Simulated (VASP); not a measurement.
Method: r2SCAN meta-GGA, VASP's PBE PAW potentials (set 64) (plane waves; VASP).

VASP input:

INCAR:
```
LREAL = .FALSE.   # projection in real space or not
EDIFF = 1E-6   # SCF stop (eV)
NELM = 100
METAGGA = R2SCAN
ISIF = 3
LMIXTAU = .TRUE.
LCHARG = .FALSE.
NSW = 60
SYSTEM = RuAl
LWAVE = .FALSE.
LMAXMIX = 4   # l cut-off of mixed one-centre charges
LASPH = .TRUE.   # aspherical one-centre terms
ENCUT = 520   # plane-wave cut-off (eV)
ALGO = Normal   # blocked Davidson
IBRION = 2   # conjugate gradients
ISMEAR = 1   # Methfessel-Paxton
PREC = Accurate
EDIFFG = -0.01
SIGMA = 0.1   # width (eV)
```

File POSCAR:
```
RuAl
1.0
  2.9900000000   0.0000000000   0.0000000000
  0.0000000000   2.9900000000   0.0000000000
  0.0000000000   0.0000000000   2.9900000000
Al Ru
1 1
Direct
  0.5000000000   0.5000000000   0.5000000000
  0.0000000000   0.0000000000   0.0000000000
```

File KPOINTS:
```
Automatic mesh
0
gamma
  11 11 11
```

POTCAR, in this order: Al Ru_pv (PBE.64 set). Program: vasp_std.

Question: What will the output report for the number of irreducible k-points (NKPTS), largest plane-wave count, number of space-group operations, FFT grid (NGX, NGY, NGZ)?

Answer: 
- number of irreducible k-points (NKPTS) = 56
- largest plane-wave count = 739
- number of space-group operations = 48
- FFT grid (NGX, NGY, NGZ) = 24 × 24 × 24

The compound is RuAl in the CsCl type structure. This run relaxes it. Symmetry was kept, so distortions that lower it aren't found. The electron count is odd and the run is not spin-polarised, which forces a metal.
